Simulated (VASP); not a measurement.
Here is the system:

```
ZnH2O2
1.0
    3.14186     0.00000     0.00000
   -1.57093     2.72093     0.00000
    0.00000     0.00000     4.36433
Zn H O
1 2 2
Direct
  0.00000   0.00000   0.00000
  0.66667   0.33333   0.53937
  0.33333   0.66667   0.46063
  0.66667   0.33333   0.76500
  0.33333   0.66667   0.23500
```

Computed with LDA (Ceperley-Alder, Perdew-Zunger), VASP's LDA PAW potentials (set 64) (plane waves; VASP). Numerical set-up: 520 eV cut-off, 9×9×6 Γ-centred mesh, tetrahedra with Blöchl corrections, potentials Zn H O.

Q: Tabulate the total density of states (states/eV per cell) against energy (eV; zero at the valence-band maximum or, without a gap, the Fermi level).

A: 
| E (eV) | DOS (states/eV) |
|---|---|
| -9.94 | 0.00 |
| -9.70 | 0.00 |
| -9.58 | 0.00 |
| -9.34 | 0.00 |
| -9.10 | 0.00 |
| -8.98 | 0.00 |
| -8.74 | 0.00 |
| -8.50 | 0.09 |
| -8.38 | 0.21 |
| -8.14 | 0.38 |
| -7.90 | 0.58 |
| -7.66 | 1.03 |
| -7.54 | 1.48 |
| -7.30 | 2.64 |
| -7.06 | 1.75 |
| -6.94 | 3.18 |
| -6.70 | 2.05 |
| -6.46 | 1.76 |
| -6.34 | 1.75 |
| -6.10 | 1.04 |
| -5.86 | 0.76 |
| -5.74 | 0.78 |
| -5.50 | 1.03 |
| -5.26 | 1.72 |
| -5.14 | 3.89 |
| -4.90 | 6.42 |
| -4.66 | 2.46 |
| -4.54 | 2.76 |
| -4.30 | 3.70 |
| -4.06 | 7.38 |
| -3.82 | 7.01 |
| -3.70 | 5.09 |
| -3.46 | 4.19 |
| -3.22 | 2.86 |
| -3.10 | 2.04 |
| -2.86 | 2.58 |
| -2.62 | 2.42 |
| -2.50 | 1.96 |
| -2.26 | 1.59 |
| -2.02 | 1.84 |
| -1.90 | 2.03 |
| -1.66 | 2.61 |
| -1.42 | 2.36 |
| -1.30 | 2.64 |
| -1.06 | 1.61 |
| -0.82 | 1.74 |
| -0.70 | 2.14 |
| -0.46 | 3.90 |
| -0.22 | 2.09 |
| -0.10 | 0.79 |
| 0.14 | 0.00 |
| 0.38 | 0.00 |
| 0.62 | 0.00 |
| 0.74 | 0.00 |
| 0.98 | 0.00 |
| 1.22 | 0.00 |
| 1.34 | 0.00 |
| 1.58 | 0.00 |
| 1.82 | 0.00 |
| 1.94 | 0.00 |
| 2.18 | 0.00 |
| 2.42 | 0.00 |
| 2.54 | 0.00 |
| 2.78 | 0.01 |
| 3.02 | 0.03 |
| 3.14 | 0.04 |
| 3.38 | 0.07 |
| 3.62 | 0.08 |
| 3.74 | 0.09 |
| 3.98 | 0.11 |
| 4.22 | 0.14 |
| 4.46 | 0.17 |
| 4.58 | 0.19 |
| 4.82 | 0.23 |
| 5.06 | 0.27 |
| 5.18 | 0.29 |
| 5.42 | 0.33 |
| 5.66 | 0.37 |
| 5.78 | 0.41 |
| 6.02 | 0.49 |
Within 2 eV below the valence-band maximum the largest weight inside VASP's projection spheres is O p, then Zn d.

The structure comes from a computed database's ZnH2O2 entry (P-3m1); how it stands against other phases isn't given here. It was relaxed first, which changed the volume by -9 %.
